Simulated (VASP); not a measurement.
An input for Ansatz (written as the equivalent of a VASP run, and not itself run):

Ansatz 0.2 input:
```yaml
crystal:
  lattice:
    - [1.5732092, -2.7248782, 0.0000000]
    - [1.5732092, 2.7248782, 0.0000000]
    - [0.0000000, 0.0000000, 12.5661423]
  atoms:
    - { symbol: W, position: [0.3333330, 0.6666670, 0.2500000] }
    - { symbol: W, position: [0.6666670, 0.3333330, 0.7500000] }
    - { symbol: S, position: [0.3333330, 0.6666670, 0.8748498] }
    - { symbol: S, position: [0.6666670, 0.3333330, 0.3748498] }
    - { symbol: S, position: [0.6666670, 0.3333330, 0.1251502] }
    - { symbol: S, position: [0.3333330, 0.6666670, 0.6251502] }
kpoints:
  mp_grid: { grid: [8, 8, 2] }
hamiltonian:
  xc: pbesol
  pseudopotentials: { kind: paw }
scf:
  occupations: { method: gaussian, width: 0.05 }
  max_iter: 100
relax:
  max_steps: 40
  f_tol: 0.02
  cell: {}
output: { forces: true, stress: true, eigenvalues: true }
```

### Question
Translate this input to VASP (INCAR, KPOINTS, POSCAR, choice of POTCAR).

### Answer
Several could match; the one computed here: 
**KPOINTS**
```
Automatic
0
gamma
8 8 2
0 0 0
```

### INCAR
```
# general
SYSTEM =WS2
PREC   =Accurate
ENCUT  =500
LREAL  =.FALSE.   # projection in real space or not
LASPH  =.TRUE.   # aspherical one-centre terms

# electronic loop
EDIFF  =1E-6   # SCF stop (eV)
NELM   =100   # most electronic steps
ALGO   =Normal   # blocked Davidson
LMAXMIX=6

# smearing
ISMEAR =0   # Gaussian
SIGMA  =0.05   # width (eV)

# functional
GGA    =PS   # PBEsol

# ions
IBRION =2
NSW    =40
ISIF   =3
EDIFFG =-0.02

# output
LWAVE  =.FALSE.
LCHARG =.FALSE.
```

File POSCAR:
```
WS2
1.0
  1.5732092032  -2.7248782491   0.0000000000
  1.5732092032   2.7248782491   0.0000000000
  0.0000000000   0.0000000000  12.5661422620
W S
2 4
direct
  0.3333330000   0.6666670000   0.2500000000
  0.6666670000   0.3333330000   0.7500000000
  0.3333330000   0.6666670000   0.8748498095
  0.6666670000   0.3333330000   0.3748498095
  0.6666670000   0.3333330000   0.1251501905
  0.3333330000   0.6666670000   0.6251501905
```

POTCAR, in this order: W_sv S (PBE.64 set). Program: vasp_std.

Limits of the translation: each code has its own PAW files, so the cut-off isn't converted (ENCUT is set for VASP's; basis.ecutwfc is left out, and Ansatz then takes the one that its files recommend); Ansatz stops its SCF on the density residual and VASP on the energy change (EDIFF).

The compound is WS2 in the 2H layered structure. It was relaxed first.
